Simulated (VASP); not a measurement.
These are PBEsol GGA, VASP's PBE PAW potentials (set 64) (plane waves; VASP) values and carry that method's errors.

Input for VASP

**KPOINTS**
```
Automatic mesh
0
Gamma
16 16 8
0 0 0
```

File POSCAR:
```
Ta
1
    2.8670515277    -0.0000000000     0.0000000000
   -1.4335257638     2.4829396201     0.0000000000
    0.0000000000     0.0000000000     5.0865034159
Ta
2
Direct
  0.3333330000   0.6666670000   0.2500000000
  0.6666670000   0.3333330000   0.7500000000
```

INCAR:
```
# general
SYSTEM   =  Ta
PREC     =  Accurate
ENCUT    =  400   # plane-wave cut-off (eV)
LREAL    =  .FALSE.
LASPH    =  .TRUE.

# electronic loop
EDIFF    =  1E-7   # SCF stop (eV)
NELM     =  100   # most electronic steps
ALGO     =  Normal
LMAXMIX  =  6   # l cut-off of mixed one-centre charges

# smearing
ISMEAR   =  -5   # tetrahedra, Bloechl

# functional
GGA      =  PS   # PBEsol

# ions
ISIF     =  2   # forces and stress, cell fixed

# output
LWAVE    =  .FALSE.
LCHARG   =  .TRUE.
LORBIT   =  11   # lm-projected
NEDOS    =  601
```

POTCAR, in this order: Ta_pv (PBE.64 set). Program: vasp_std.

Output

OUTCAR:
```
 ion  position               nearest neighbor table
   1  0.333  0.667  0.250-   2 3.03   2 3.03   2 3.03   2 3.03   2 3.03   2 3.03
   2  0.667  0.333  0.750-   1 3.03   1 3.03   1 3.03   1 3.03   1 3.03   1 3.03
  LATTYP: Found a hexagonal cell.
 ALAT       =     2.8670515277
 C/A-ratio  =     1.7741234738
 Subroutine PRICEL returns:
 Original cell was already a primitive cell.
 Subroutine GETGRP returns: Found 24 space group operations
The static configuration has the point symmetry D_3d.
 The point group associated with its full space group is D_6h.
The dynamic configuration has the point symmetry D_3d.
 Subroutine INISYM returns: Found 24 space group operations
 Subroutine IBZKPT returns following result:
 Found    150 irreducible k-points:

 Following reciprocal coordinates:
            Coordinates               Weight
  0.000000  0.000000  0.000000      1.000000
  0.062500 -0.000000  0.000000      6.000000
  0.125000 -0.000000  0.000000      6.000000
  0.187500 -0.000000  0.000000      6.000000
  0.250000 -0.000000  0.000000      6.000000
  0.312500  0.000000  0.000000      6.000000
  0.375000 -0.000000  0.000000      6.000000
...
```

### OSZICAR
```
       N       E                     dE             d eps       ncg     rms          rms(c)
DAV:   1     0.138954207687E+03    0.13895E+03   -0.11600E+04  4548   0.127E+03
DAV:   2    -0.226346506643E+02   -0.16159E+03   -0.16027E+03  5641   0.354E+02
DAV:   3    -0.254721953999E+02   -0.28375E+01   -0.27939E+01  5907   0.465E+01
DAV:   4    -0.254935233192E+02   -0.21328E-01   -0.21277E-01  5264   0.407E+00
DAV:   5    -0.254938032860E+02   -0.27997E-03   -0.27997E-03  6082   0.358E-01    0.193E+01
DAV:   6    -0.247512712462E+02    0.74253E+00   -0.81367E-01  4969   0.908E+00    0.943E+00
DAV:   7    -0.245126133898E+02    0.23866E+00   -0.72418E-01  5214   0.804E+00    0.466E-01
DAV:   8    -0.245089755911E+02    0.36378E-02   -0.11945E-02  5844   0.110E+00    0.138E-01
DAV:   9    -0.245089363752E+02    0.39216E-04   -0.24619E-04  5368   0.141E-01    0.538E-02
DAV:  10    -0.245089318848E+02    0.44904E-05   -0.29058E-05  5977   0.424E-02    0.777E-03
DAV:  11    -0.245089313808E+02    0.50399E-06   -0.24841E-06  5284   0.125E-02    0.409E-03
DAV:  12    -0.245089310438E+02    0.33706E-06   -0.27550E-07  4551   0.559E-03    0.263E-04
DAV:  13    -0.245089310422E+02    0.15903E-08   -0.84478E-09  3118   0.767E-04
   1 F= -.24508931E+02 E0= -.24508931E+02  d E =0.000000E+00
```

File OUTCAR:
```
------------------------ aborting loop because EDIFF is reached ----------------------------------------
  FORCE on cell =-STRESS in cart. coord.  units (eV):
  Direction    XX          YY          ZZ          XY          YZ          ZX
  --------------------------------------------------------------------------------------
  Total        0.0691497      0.0691498     -0.0131306      0.0000000      0.0000000      0.0000000
  in kB        3.0597094      3.0597098     -0.5809961      0.0000000      0.0000000      0.0000000
  external PRESSURE =       1.8461411 kB  Pullay stress =       0.0000000 kB
  volume of cell :       36.21
      direct lattice vectors                 reciprocal lattice vectors
     2.867051528  0.000000000  0.000000000     0.348790383  0.201374208  0.000000000
    -1.433525764  2.482939620  0.000000000     0.000000000  0.402748416  0.000000000
     0.000000000  0.000000000  5.086503416     0.000000000  0.000000000  0.196598708
 POSITION                                       TOTAL-FORCE (eV/Angst)
 -----------------------------------------------------------------------------------
     -0.00000      1.65529      1.27163         0.000000     -0.000000      0.000000
      1.43353      0.82765      3.81488        -0.000000      0.000000      0.000000
 -----------------------------------------------------------------------------------
    total drift:                               -0.000127      0.000075     -0.000019
  FREE ENERGIE OF THE ION-ELECTRON SYSTEM (eV)
  ---------------------------------------------------
  free  energy   TOTEN  =       -24.5089310422 eV

  energy  without entropy=      -24.5089310422  energy(sigma->0) =      -24.50893104

 total charge

# of ion       s       p       d       tot
------------------------------------------
    1        0.382   6.168   2.388   8.939
    2        0.382   6.168   2.388   8.939
--------------------------------------------------
tot          0.765  12.337   4.776  17.877
```
(Selected blocks of OUTCAR.)

OUTCAR:
```
 val. band max:        5.7485557203   @ k =   0.4375   0.1250   0.1250

 cond. band min:       5.6783790695   @ k =   0.3125   0.1875   0.2500


 Fermi energy:         5.7026403157

 k-point     1 :       0.0000    0.0000    0.0000
  band No.  band energies     occupation
      1     -28.7977      2.00000
      2     -27.8557      2.00000
      3     -27.7473      2.00000
      4     -27.7473      2.00000
      5     -27.6519      2.00000
      6     -27.6519      2.00000
      7      -2.6252      2.00000
      8       0.6833      2.00000
      9       5.1349      2.00000
     10       5.7485      1.91888
     11       6.2921      0.00000
     12       6.2921      0.00000
     13       6.8961      0.00000
     14       6.8961      0.00000
     15       8.7457      0.00000

 k-point     2 :       0.0625   -0.0000    0.0000
  band No.  band energies     occupation
      1     -28.7835      2.00000
      2     -27.8575      2.00000
      3     -27.7932      2.00000
      4     -27.7598      2.00000
      5     -27.6990      2.00000
      6     -27.6601      2.00000
      7      -2.4683      2.00000
      8       0.8524      2.00000
      9       5.1568      2.00000
     10       5.5380      2.00010
     11       6.1894      0.00000
     12       6.4420      0.00000
     13       6.7374      0.00000
     14       7.0427      0.00000
     15       8.4800      0.00000

 k-point     3 :       0.1250   -0.0000    0.0000
  band No.  band energies     occupation
      1     -28.7420      2.00000
      2     -27.9229      2.00000
      3     -27.8632      2.00000
      4     -27.8305      2.00000
      5     -27.7948      2.00000
      6     -27.6839      2.00000
      7      -2.0164      2.00000
      8       1.3250      2.00000
      9       5.0063      2.00000
     10       5.0699      2.00000
     11       6.0396     -0.08178
     12       6.4304      0.00000
     13       6.8860      0.00000
     14       7.4759      0.00000
     15       7.8980      0.00000
...
```

For a metal the tetrahedron method with Blöchl corrections gives inexact stress and forces. Unless said otherwise, spin-orbit coupling is left out, though it shifts the bands of the heavy elements here.

The structure was generated: Ta was put into the hcp type (P6_3/mmc), which need not be its known phase. It was relaxed first.
